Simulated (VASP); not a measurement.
An input for Quantum ESPRESSO's pw.x (written as the equivalent of a VASP run, and not itself run):

```
&CONTROL
  calculation = 'scf'
  pseudo_dir = './pseudo'
  outdir = './out'
  tprnfor = .true.
  tstress = .true.
/
&SYSTEM
  ibrav = 0
  nat = 1
  ntyp = 1
  ecutwfc = 68
  occupations = 'smearing'
  smearing = 'methfessel-paxton'
  degauss = 0.00735
  input_dft = 'pbe'
  vdw_corr = 'grimme-d3'
  dftd3_version = 4
  dftd3_threebody = .false.
/
&ELECTRONS
  conv_thr = 7.3e-09
  electron_maxstep = 100
/
ATOMIC_SPECIES
  Ca 40.078 Ca.upf
CELL_PARAMETERS angstrom
     0.0000000    2.6623920    2.6623920
     2.6623920    0.0000000    2.6623920
     2.6623920    2.6623920    0.0000000
ATOMIC_POSITIONS crystal
  Ca   0.0000000  1.0000000  0.0000000
K_POINTS automatic
  12 12 12 0 0 0
```

Write the VASP files for the same calculation (PBE-D3(BJ)).

Several could match; the one computed here: 
**INCAR**
```
SYSTEM = Ca
PREC = Accurate
ENCUT = 520
EDIFF = 1E-7
NELM = 100
ALGO = Normal
LREAL = .FALSE.
LASPH = .TRUE.
ISMEAR = 1
SIGMA = 0.1
GGA = PE
IVDW = 12
LWAVE = .FALSE.
LCHARG = .FALSE.
ISIF = 2
```

File KPOINTS:
```
kpoints
0
Gamma
 12 12 12
```

**POSCAR**
```
Ca
1
    0.0000000000     2.6623919523     2.6623919523
    2.6623919523     0.0000000000     2.6623919523
    2.6623919523     2.6623919523     0.0000000000
Ca
1
Direct
  0.0000000000   1.0000000000   0.0000000000
```

POTCAR, in this order: Ca_sv (PBE.64 set). Program: vasp_std.

Limits of the translation: the potentials are each code's own (VASP's PAW set, PseudoDojo norm-conserving files in pw.x), so ENCUT and ecutwfc are chosen apart and not converted; conv_thr bounds pw.x's estimated SCF error, while EDIFF bounds the energy change between steps.

The compound is Ca in the fcc structure. This cell is one point of a volume scan, at 0.94 of the reference volume.
